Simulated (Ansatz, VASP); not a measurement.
Two plane-wave programs on Ba3Mo

```
Ba Mo
1.0
     0.00000    4.18343    4.18343
     4.18343    0.00000    4.18343
     4.18343    4.18343    0.00000
Ba Mo
3 1
Direct
  0.25000 0.25000 0.25000
  0.75000 0.75000 0.75000
  0.50000 0.50000 0.50000
  0.00000 0.00000 0.00000
```

Change from the starting cell: species swapped into the VW3 type (Fm-3m, No. 225).

Alike in both runs: functional PBE; k mesh 10 × 10 × 10; occupations gaussian, width 0.1 eV; no spin polarisation.

Ansatz relaxed the structure, and its values are those at the end. VASP's run is a single point on that final structure, the one shown.

```csv
,VASP,Ansatz
version,VASP 6.6.1,Ansatz 0.2.0
potentials or method,"VASP PAW PBE potentials, release 64 (Ba_sv, Mo_sv)","scalar-relativistic, plane waves, PAW"
plane-wave cutoff (eV),520,420
valence electrons in the cell,44,44
```

|  | VASP | Ansatz | Ansatz less VASP |
| --- | --- | --- | --- |
| gap on the k mesh at the Fermi level (eV) | none | none | - |
| pressure (GPa) | 0.6 | 0.0 | -0.67 |

A gap of «none» marks a metal or a gap that the smearing closes.

The runs have no spin-orbit coupling, so splittings on Ba are missing.
